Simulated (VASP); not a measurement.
Method: AM05 GGA, VASP's PBE PAW potentials (set 64) (plane waves; VASP).

A VASP calculation is set up with these files.

**POSCAR**
```
NaCl
1
    0.0000000000     2.7843676842     2.7843676842
    2.7843676842     0.0000000000     2.7843676842
    2.7843676842     2.7843676842     0.0000000000
Na Cl
1 1
Direct
  0.0000000000   0.0000000000   0.0000000000
  0.5000000000   0.5000000000   0.5000000000
```

**INCAR**
```
# general
SYSTEM=NaCl
PREC  =Accurate
ENCUT =520
LREAL =.False.
LASPH =.True.

# electronic loop
EDIFF =1E-7
NELM  =100
ALGO  =Normal

# smearing
ISMEAR=0
SIGMA =0.05

# functional
GGA   =AM

# ions
ISIF  =2

# output
LWAVE =.False.
LCHARG=.False.
```

KPOINTS:
```
K-points
0
Gamma
8 8 8
0 0 0
```

POTCAR, in this order: Na_pv Cl (PBE.64 set). Program: vasp_std.

Output

File OSZICAR:
```
       N       E                     dE             d eps       ncg     rms          rms(c)
DAV:   1     0.922428748714E+02    0.92243E+02   -0.72807E+03   649   0.126E+03
DAV:   2     0.164827102797E+01   -0.90595E+02   -0.82549E+02   729   0.270E+02
DAV:   3    -0.663644155607E+01   -0.82847E+01   -0.82275E+01   758   0.820E+01
DAV:   4    -0.682625356603E+01   -0.18981E+00   -0.18954E+00   742   0.133E+01
DAV:   5    -0.683072620054E+01   -0.44726E-02   -0.44720E-02   810   0.204E+00    0.198E+00
DAV:   6    -0.667478239698E+01    0.15594E+00   -0.32573E-01   753   0.478E+00    0.145E+00
DAV:   7    -0.667030263746E+01    0.44798E-02   -0.82341E-02   836   0.229E+00    0.965E-01
DAV:   8    -0.667787045625E+01   -0.75678E-02   -0.12522E-02   650   0.118E+00    0.234E-01
DAV:   9    -0.667781225277E+01    0.58203E-04   -0.23276E-04   779   0.147E-01    0.147E-01
DAV:  10    -0.667798485631E+01   -0.17260E-03   -0.48640E-04   650   0.167E-01    0.728E-02
DAV:  11    -0.667797054530E+01    0.14311E-04   -0.31433E-05   752   0.462E-02    0.213E-02
DAV:  12    -0.667797078878E+01   -0.24348E-06   -0.93918E-06   662   0.223E-02    0.119E-02
DAV:  13    -0.667797116778E+01   -0.37900E-06   -0.11142E-06   692   0.770E-03    0.195E-03
DAV:  14    -0.667797114745E+01    0.20326E-07   -0.15475E-08   496   0.114E-03
   1 F= -.66779711E+01 E0= -.66779711E+01  d E =-.152822E-14
```

**OUTCAR**
```
------------------------ aborting loop because EDIFF is reached ----------------------------------------
  FORCE on cell =-STRESS in cart. coord.  units (eV):
  Direction    XX          YY          ZZ          XY          YZ          ZX
  --------------------------------------------------------------------------------------
  Total        0.4148824      0.4148824      0.4148824      0.0000000     -0.0000000      0.0000000
  in kB       15.3966373     15.3966373     15.3966373      0.0000000     -0.0000000      0.0000000
  external PRESSURE =      15.3966373 kB  Pullay stress =       0.0000000 kB
  volume of cell :       43.17
      direct lattice vectors                 reciprocal lattice vectors
     0.000000000  2.784367684  2.784367684    -0.179573985  0.179573985  0.179573985
     2.784367684  0.000000000  2.784367684     0.179573985 -0.179573985  0.179573985
     2.784367684  2.784367684  0.000000000     0.179573985  0.179573985 -0.179573985
  FREE ENERGIE OF THE ION-ELECTRON SYSTEM (eV)
  ---------------------------------------------------
  free  energy   TOTEN  =        -6.6779711475 eV

  energy  without entropy=       -6.6779711475  energy(sigma->0) =       -6.67797115
```
(Selected blocks of OUTCAR.)

The compound is NaCl in the rock salt structure. This cell is one point of a volume scan, at 0.94 of the reference volume.
